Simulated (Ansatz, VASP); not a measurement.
## Two plane-wave programs on MgPb2N2

```
Pb Mg N
1.0
     3.39174    0.00000    0.00000
    -1.69587    2.93734    0.00000
     0.00000    0.00000    9.23496
Pb Mg N
2 1 2
Cartesian
  0.0000 1.9582 6.5887
  1.6959 0.9791 2.6463
  0.0000 0.0000 0.0000
  0.0000 1.9582 1.2761
  1.6959 0.9791 7.9589
```

The cell comes from a database or a generator and needn't be the stable form of this composition.

Alike in both runs: task single point; functional PBE; k mesh 9 × 9 × 3; occupations fermi-dirac, width 0.05 eV; no spin polarisation.

```csv
,VASP,Ansatz
version,VASP 6.6.1,Ansatz 0.2.0
potentials or method,"VASP PAW PBE potentials, release 64 (Pb_d, Mg, N)",Ansatz PAW
plane-wave cutoff (eV),520,420
valence electrons in the cell,40,48
```

Ansatz gave:

- gap on the k mesh at the Fermi level (eV): 0.63
- least direct gap on the mesh (eV): 0.63
- pressure (GPa): -0.1
- largest component of the traceless stress (GPa): 0.12
- rms of the force components (eV/Å): 0.025

Task: What did VASP give for the same quantities?

Result: gap on the k mesh at the Fermi level (eV): 0.62; least direct gap on the mesh (eV): 0.62; pressure (GPa): -0.2; largest component of the traceless stress (GPa): 0.14; rms of the force components (eV/Å): 0.013.

Atom by atom the forces differ by 0.013 eV/Å (rms over components). The two sets of potentials don't hold the same shells in valence.

Caveats: spin-orbit coupling is left out, which as a rule narrows the gap of such compounds by several tenths of an eV; an odd mesh through Γ misses points on the zone boundary, where band edges often lie (VASP); odd divisions of the mesh miss points on the zone boundary, where band edges often lie, so the gap on the mesh can be too wide (Ansatz). As with any semilocal functional, this PBE gap is likely too small.
